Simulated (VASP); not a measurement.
Cost and result of VASP (PAW) for the lattice constant a of Cu$_{2}$O (cuprite). Static lattice. The cost counts the five points of the equation of state, each on the mesh and cut-off of its row, so the ratios hold those differences too. With PBE it took about 4 core-minutes. The timings are rough (shared machines, no repeats); factors under 2 mean little.

```csv
level,k-mesh,cut-off (eV),lattice constant a (Å),cost over PBE
LDA,5×5×5,520,4.181,within a factor of 2
PBE,5×5×5,520,4.310,reference
PBEsol,5×5×5,520,4.234,within a factor of 2
SCAN,5×5×5,520,4.252,about 3 times
r2SCAN,5×5×5,520,[?],[?]
```

Q: Some entries are withheld; supply them.

A: 
- r2SCAN, lattice constant a (Å): 4.261
- r2SCAN, cost over PBE: about 4 times

Left out are levels that failed, ran on another kind of processor or have no fit band path; at most nine are shown.

The compound is Cu2O in the cuprite structure.
